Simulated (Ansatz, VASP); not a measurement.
# Cross-check of SnTe between VASP and Ansatz, part 2 of 2

Aim: how closely do two programs agree when they are given the same cell, functional and k mesh? The cell is taken from a series of runs on this material, whose earlier steps may have relaxed, scaled, displaced or heated it; both programs get it as it stands.

VASP 6.6.1 and Ansatz 0.2.0.

So far: Starting point; VASP: zone-centre phonons, PBEsol.

## 3. Ansatz: zone-centre phonons, PBEsol

Level of this step: Ansatz beside VASP: Kohn-Sham DFT, plane waves, PBEsol (Ansatz).

Ansatz runs on its PAW soft_1 files.

The same cell, functional, mesh and smearing now go to Ansatz, which takes its cutoff from its data sets.

input.yaml

```yaml
crystal:
  lattice:
    - [0.0, 3.2384549815, 3.1403114526]
    - [3.2384549815, 0.0, 3.1403114526]
    - [3.2384549815, 3.2384549815, 0.0]
  atoms:
    - { symbol: Sn, position: [0.0, 0.0, 0.0] }
    - { symbol: Te, position: [0.5, 0.5, 0.5] }
kpoints:
  mp_grid: { grid: [12, 12, 12] }
hamiltonian:
  xc: pbesol
  pseudopotentials: { kind: paw, azcp: { folder: soft_1 }, xc_functional: pbe }
scf:
  occupations: { method: gaussian, width: 0.01 }
output:
  eigenvalues: true
phonons:
  method: dfpt
```

Run with:

```
$ ansatz run input.yaml --threads 4 --pin off --max-ram 10240MiB --backend cpu --events-out ev --progress --plain --runs-dir out
```

Numbers of over 12 decimals in the logs are rounded to 6 here.

What it wrote:

```text
zone centre: on kpoints.mp_grid the ground state, and the responses unless they are solved on pairs of k-points, stand on 280 of the mesh's 1728 k-points, reduced under 8 symmetry operations, with k and −k counted as one. Each operation leaves every solved displacement unchanged or reverses it
Engine: ansatz 0.2.0, x86_64-unknown-linux-gnu
Pseudopotentials: kind: paw
Pseudopotential: Sn, paw, valence charge 14, recommended cutoff 420 eV (normal), soft_1/Sn.paw.azcp
Pseudopotential: Te, paw, valence charge 16, recommended cutoff 420 eV (normal), soft_1/Te.paw.azcp
Functional definition: PBEsol
  exchange = pbesol_x
  correlation = pbesol_c
Crystal: 2 atoms, lattice volume = 65.869 Å³
Basis set: ecut = 420 eV, 1307 PW (Γ), exchange–correlation on 64×64×64 points (8 copies of the dense FFT grid, shifted against one another)
Bands: 19, of which v1, the nominal top of the filled ones, is band 15 counted from 1 (14 counted from 0)
Symmetry: 16 space group operations
k-points: 280 of 1728 (irreducible under 8 space group operations)
Non-local potential: Sn, projectors of the file, l = 0: 2, l = 1: 2, l = 2: 2, l = 3: 1
Non-local potential: Te, projectors of the file, l = 0: 2, l = 1: 2, l = 2: 2, l = 3: 1
PAW form: soft (Blöchl's): semilocal exchange-correlation on the pseudo side does not see the compensation charge
PAW frozen core: Sn, regenerated for the run's functional, and the local potential with it (the file was generated under x = pbe(κ = 0.804, μ = 0.219515), c = pbe(β = 0.066725))
PAW frozen core: Te, regenerated for the run's functional, and the local potential with it (the file was generated under x = pbe(κ = 0.804, μ = 0.219515), c = pbe(β = 0.066725))
PAW one-centre angular grid: Sn, 590 points (default); XC on 64 Gauss nodes
PAW one-centre angular grid: Te, 590 points (default); XC on 64 Gauss nodes
Initial density: superposition of atomic densities (chi_scale 0.1, normalization cell, long waves kept (reshape's long-wave potential 0.00 eV rms))
Initial wavefunctions: pseudopotential atomic-orbital guess
Functional: x = pbesol(κ = 0.804, μ = 0.123457), c = pbesol(β = 0.046)
SCF iter   1: F=—  HF=-12851.976179 eV  |F-HF|=—  |Δ(HF+E_count)|=         —  Δρ=1.08e-2  dr2=9.12e-2  ethr=3.10e-3  ⟨swp⟩=7.7  Hψ=31004  notcnv=0
preconditioner: auto → none  [insulator: Δε(μ)=0.032 eV  Ē_g=8.443 eV  σ=0.010 eV  W_gap=0.98  n_scr=14 (ndim 8)  ℏωp=14.5 eV  f_vac=0.000  D(μ)=0.04/eV (n_scr^D=0)  ε∞_Penn≈3.9]
SCF iter   2: F=—  HF=-12851.965676 eV  |F-HF|=—  |Δ(HF+E_count)|=   1.05e-2  Δρ=5.41e-3  dr2=2.34e-2  ethr=3.04e-4  ⟨swp⟩=2.0  Hψ=8711  notcnv=0
SCF iter   3: F=—  HF=-12851.964382 eV  |F-HF|=—  |Δ(HF+E_count)|=   1.29e-3  Δρ=3.72e-4  dr2=4.74e-5  ethr=7.79e-5  ⟨swp⟩=3.0  Hψ=8225  notcnv=0
SCF iter   4: F=—  HF=-12851.964407 eV  |F-HF|=—  |Δ(HF+E_count)|=   2.52e-5  Δρ=1.15e-4  dr2=3.41e-6  ethr=1.58e-7  ⟨swp⟩=2.1  Hψ=10086  notcnv=0
SCF iter   5: F=—  HF=-12851.964412 eV  |F-HF|=—  |Δ(HF+E_count)|=   4.50e-6  Δρ=1.55e-5  dr2=6.58e-8  ethr=1.14e-8  ⟨swp⟩=2.0  Hψ=9520  notcnv=0
SCF iter   6: F=—  HF=-12851.964412 eV  |F-HF|=—  |Δ(HF+E_count)|=   1.54e-7  Δρ=2.52e-6  dr2=3.89e-9  ethr=2.19e-10  ⟨swp⟩=2.0  Hψ=9521  notcnv=0
SCF iter   7: F=—  HF=-12851.964412 eV  |F-HF|=—  |Δ(HF+E_count)|=  8.99e-10  Δρ=4.12e-7  dr2=1.17e-10  ethr=1.30e-11  ⟨swp⟩=2.0  Hψ=9520  notcnv=0
SCF iter   8: F=—  HF=-12851.964412 eV  |F-HF|=—  |Δ(HF+E_count)|=  2.18e-11  Δρ=1.36e-7  dr2=1.07e-11  ethr=1.00e-12  ⟨swp⟩=7.8  Hψ=29284  notcnv=0
SCF iter   9: F=-12851.964412 eV  HF=-12851.964412 eV  |F-HF|=1.82e-12  |Δ(HF+E_count)|=  3.64e-12  Δρ=2.37e-8  dr2=2.58e-13  ethr=1.00e-12  ⟨swp⟩=6.0  Hψ=22864  notcnv=0
SCF 1 converged in 9 iterations: F = -12851.964412 eV  dr2 = 2.58e-13
  greatest PAW one-centre occupation: 0.998 electrons in one spin orbital (limit 2), on the Te atom at site 1 (counted from 0), in its partial waves of l = 2
DFPT response loops at Γ: preconditioner auto → Kerker (q_TF=auto, 2.393 Å⁻¹) (partly filled bands, converged f_vac=0.011); β = 1.00, the filter's whole step (`scf.mixing.beta` (0.50) is not read by the response loops under this deck's `scf.mixing.preconditioner`; to damp them name `kerker` or `kerker_dos`, under which they read `scf.mixing.beta`, and type it under 1.00, their step now; both keys bind the ground state too); Broyden in place of MSR1
SCF converged after 9 iterations
Free energy (F): -12851.964412 eV
Harris-Foulkes:  -12851.964412 eV  (|F-HF|=1.82e-12)
Internal energy: -12851.964411 eV  (E = F + TS)
E sigma→0 (E₀):  -12851.964411 eV
Entropy (-TS):   -0.000001 eV (-0.000 meV/atom)
Fermi energy:    8.763095 eV
--- Per-component energies (eV) ---
  E_band       = -375.676387
  E_kinetic    = 337.919311
  E_local      = -2764.738669  (includes V_loc(G=0)·N_el)
  E_nonlocal   = 215.297987
  E_hartree    = 1367.558334
  E_xc         = -245.677281
  E_vxc        = -181.411480  (∫ρ·V_xc dr)
  E_paw        = -8888.197677  (= ΣΔE_a)
  E_vpaw       = -717.860548  (= ΣTr[D̂ρ^β])
  E_aug_tail   = 0.000376  (compensation charges beyond the density's cutoff)
  E_ewald      = -2874.786443
  E_core_change = 0.659651  (= ΣΔE_core)
  E_smearing   = -0.000001  (= −TS)
  E_closure    = 0.000000  (closes the sum)
  Σ components = -12851.964412   (vs F -12851.964412, Δ=0.00e0)
--- Band table (eV; the first three rows and the last of 280) ---
  k-point 0: bands = [... 11 lower, 3.8781, 6.5690, 6.9007, 6.9007, 11.7715, 11.7715, 12.5006, 13.5446]
  k-point 1: bands = [... 11 lower, 3.5955, 6.6481, 6.9023, 7.0362, 11.4693, 11.4800, 12.1551, 13.5297]
  k-point 2: bands = [... 11 lower, 2.9420, 6.7458, 6.9122, 7.3968, 10.8305, 10.8625, 11.4432, 13.5679]
  k-point 279: bands = [... 11 lower, 2.2266, 3.5005, 5.2392, 5.2392, 11.0345, 13.3679, 13.3679, 15.0929]
--- Phonons (Γ-DFPT): 4 representative perturbations + reference, on 280 of 1728 k-points (Σ response iterations 12) ---
  k mesh reduced under 8 symmetry operations, with k and −k counted as one. Each operation leaves every solved displacement unchanged or reverses it
  ASR residual: 7.742e-5 → 0.000e0 eV/Å²; symmetrization residual: 2.258e-5 eV/Å²
  ASR residual per site (eV/Å²): 7.74e-5 2.03e-5
  Γ frequencies (cm⁻¹): -59.24 -59.24 -35.21 0.00 0.00 0.00
  non-analytic LO–TO correction: not included (Born effective charges unavailable; polar crystals: no LO–TO splitting at Γ)
```

## 4. Comparison

Known differences besides the potentials themselves: the data sets hold 30 valence electrons in Ansatz (on its PAW soft_1 files) and 20 in VASP; the cutoff is 420 eV in Ansatz and 500 eV in VASP; Ansatz makes its cores anew for this functional, VASP keeps those of its PBE data sets. Total energies have different zeros and are not compared.

The two programs side by side:

| quantity | Ansatz | VASP | difference |
| --- | --- | --- | --- |
| optical mode 1 to 2 (imaginary, printed as negative) (cm⁻¹) | -59.2 | -55.2 | -4.1 |
| optical mode 3 (imaginary, printed as negative) (cm⁻¹) | -35.2 | -26.7 | -8.5 |

Modes are paired by rising frequency, not by their patterns, so a pair may set unlike modes beside each other; they are those without the splitting of longitudinal modes.

## 5. Summary of results

```json
{
 "r.m.s. difference of the optical zone-centre modes, each program's sorted by frequency (zone-centre phonons, PBEsol)": "6.0 cm⁻¹"
}
```

In words: The r.m.s. difference of the optical zone-centre modes, each program's sorted by frequency is 6.0 cm⁻¹ (zone-centre phonons, PBEsol). The data sets hold unlike numbers of valence electrons (30 in Ansatz and 20 in VASP), so part of the differences comes from the potentials. What causes the difference of the zone-centre phonons, PBEsol pair stays open here. How closely two codes agree says nothing of how well the functional describes the real material.

[Lines on the potential files, build, host, timing and source positions are cut from VASP's logs without a mark.]

[Logs are printed without paths, hosts, clocks, repeated set-up lines and the standing remarks that a program may print on its own settings, such as how far it seeks lower states.]

[Hosts, paths, dates, database ids (printed as entryN), source tags and the programs' standing remarks are cut or masked in the printed files.]
